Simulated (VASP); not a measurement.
Here is a VASP 6.6.1 calculation.

POSCAR

```
MgO                                     
1.0
    0.0000000000      2.1039238760      2.1039238760
    2.1039238760      0.0000000000      2.1039238760
    2.1039238760      2.1039238760      0.0000000000
  Mg              O             
     1     1
Direct
     0.0000000000000000    0.0000000000000000    0.0000000000000000
     0.5000000000000000    0.5000000000000000    0.5000000000000000
```

File INCAR.step1:

```
SYSTEM = MgO
  PREC = Accurate
  ENCUT = 520
  EDIFF = 1E-5
  ISMEAR = 0
  SIGMA = 0.03
  LREAL = .False.
  LASPH = .True.
  NELM = 80
  ALGO = Normal
  ISIF = 2
  LWAVE = .True.
  LCHARG = .False.
  NBANDS = 11
  KPAR = 4
  GGA = PE
```

INCAR.step2

```
SYSTEM = MgO
  PREC = Accurate
  ENCUT = 520
  EDIFF = 1E-7
  ISMEAR = 0
  SIGMA = 0.03
  LREAL = .False.
  LASPH = .True.
  NELM = 80
  ALGO = Normal
  ISIF = 2
  LWAVE = .False.
  LCHARG = .False.
  GGA = PE
  LHFCALC = .True.
  HFSCREEN = 0.2
  PRECFOCK = Fast
  NBANDS = 11
  KPAR = 4
  ISTART = 1
```

Contents of KPOINTS:

```
Automatic mesh
0
Gamma
  8 8 8
  0 0 0
```

KPOINTS_OPT

```
explicit points
9
Reciprocal
 0.0000000000  0.0000000000  0.0000000000 1
 0.3750000000  0.3750000000  0.7500000000 1
 0.5000000000  0.5000000000  0.5000000000 1
 0.6250000000  0.2500000000  0.6250000000 1
 0.5000000000  0.2500000000  0.7500000000 1
 0.5000000000  0.0000000000  0.5000000000 1
 0.4000000000  0.0000000000  0.4000000000 1
 0.4250000000  0.0000000000  0.4250000000 1
 0.4500000000  0.0000000000  0.4500000000 1
```

Potentials or basis: VASP PAW PBE potentials, release 64 (Mg, O).

Command:

```console
$ cat potpaw_PBE.64/Mg/POTCAR potpaw_PBE.64/O/POTCAR > POTCAR
$ cp INCAR.step1 INCAR
$ mpirun -np 4 vasp_std > vasp.out
$ cp INCAR.step2 INCAR
$ mpirun -np 4 vasp_std > vasp.out
```

Question: What does it give for the band gap on the k mesh?

Answer: 6.49 eV, direct.

Question: Predict the pressure.

Answer: -1.1 GPa.

Question: Estimate the band gap along the path.

Answer: 6.49 eV, direct.

Caveat: the PAW data sets were made with another functional, which shifts forces and pressure a little.

**What was measured.**

“Electronic structure of alkaline earth and post-transition metal oxides”, 2009, arxiv:0908.1581 quotes, for a bulk crystal of MgO: band gap 7.83 eV.

Against the measured gap of MgO, 7.83 eV (quoted in “Electronic structure of alkaline earth and post-transition metal oxides”, 2009, arxiv:0908.1581), the calculated 6.49 eV is off by -1.34 eV. The value is that of HSE06, without temperature or zero-point motion.
